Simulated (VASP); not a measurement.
These are RPBE GGA, VASP's PBE PAW potentials (set 64) (plane waves; VASP) values and carry that method's errors.

VASP input:

File POSCAR:
```
Zn
4.950
  0.2686868687  -0.4653793939   0.0000000000
  0.2686868687   0.4653793939   0.0000000000
  0.0000000000   0.0000000000   1.0000000000
Zn
2
Cartesian
  0.2686868687   0.1551267749   0.2500000000
  0.2686868687  -0.1551267749   0.7500000000
```

### KPOINTS
```
Automatic mesh
0
Gamma
14 14 7
0 0 0
```

### INCAR
```
! general
SYSTEM =Zn
PREC   =Accurate
ENCUT  =400
LREAL  =.False.
LASPH  =.True.

! electronic loop
EDIFF  =1E-6
NELM   =100
ALGO   =Normal
LMAXMIX=4

! smearing
ISMEAR =1
SIGMA  =0.1

! functional
GGA    =RP

! ions
ISIF   =2

! output
LWAVE  =.False.
LCHARG =.False.
```

POTCAR, in this order: Zn (PBE.64 set). Program: vasp_std.

The resulting files:

**OSZICAR**
```
       N       E                     dE             d eps       ncg     rms          rms(c)
DAV:   1     0.858934774261E+02    0.85893E+02   -0.11001E+04  3144   0.201E+03
DAV:   2     0.682871275125E+00   -0.85211E+02   -0.84164E+02  3184   0.276E+02
DAV:   3    -0.160869361029E+01   -0.22916E+01   -0.22884E+01  3920   0.560E+01
DAV:   4    -0.161473518302E+01   -0.60416E-02   -0.60413E-02  3600   0.292E+00
DAV:   5    -0.161474468726E+01   -0.95042E-05   -0.95040E-05  3776   0.942E-02    0.404E+00
DAV:   6    -0.146441443185E+01    0.15033E+00   -0.76418E-01  3136   0.194E+01    0.308E+00
DAV:   7    -0.146040064067E+01    0.40138E-02   -0.21746E-02  3792   0.265E+00    0.155E+00
DAV:   8    -0.145832296161E+01    0.20777E-02   -0.18440E-03  3696   0.754E-01    0.482E-02
DAV:   9    -0.145836301490E+01   -0.40053E-04   -0.27845E-04  4376   0.242E-01    0.294E-02
DAV:  10    -0.145836459906E+01   -0.15842E-05   -0.24695E-05  3368   0.779E-02    0.360E-03
DAV:  11    -0.145836416179E+01    0.43727E-06   -0.21206E-07  2384   0.533E-03
   1 F= -.14583642E+01 E0= -.14582177E+01  d E =-.439345E-03
```

OUTCAR:
```
------------------------ aborting loop because EDIFF is reached ----------------------------------------
  FORCE on cell =-STRESS in cart. coord.  units (eV):
  Direction    XX          YY          ZZ          XY          YZ          ZX
  --------------------------------------------------------------------------------------
  Total        0.7467458      0.7467460      0.1013572      0.0000000     -0.0000000      0.0000000
  in kB       39.4442918     39.4443064      5.3538497      0.0000000     -0.0000000      0.0000000
  external PRESSURE =      28.0808160 kB  Pullay stress =       0.0000000 kB
  volume of cell :       30.33
      direct lattice vectors                 reciprocal lattice vectors
     1.330000000 -2.303628000  0.000000000     0.375939850 -0.217048933  0.000000000
     1.330000000  2.303628000  0.000000000     0.375939850  0.217048933  0.000000000
     0.000000000  0.000000000  4.950000000     0.000000000  0.000000000  0.202020202
 POSITION                                       TOTAL-FORCE (eV/Angst)
 -----------------------------------------------------------------------------------
      1.33000      0.76788      1.23750         0.000000     -0.000000      0.000000
      1.33000     -0.76788      3.71250        -0.000000      0.000000      0.000000
 -----------------------------------------------------------------------------------
    total drift:                                0.000000      0.000072      0.000003
  FREE ENERGIE OF THE ION-ELECTRON SYSTEM (eV)
  ---------------------------------------------------
  free  energy   TOTEN  =        -1.4583641618 eV

  energy  without entropy=       -1.4579248165  energy(sigma->0) =       -1.45821771
```
(Selected blocks of OUTCAR.)

The compound is Zn in the hcp structure. The cell was not relaxed at this level. The run is one of a series of settings (GGA = RP against the base run), some of them coarse on purpose.
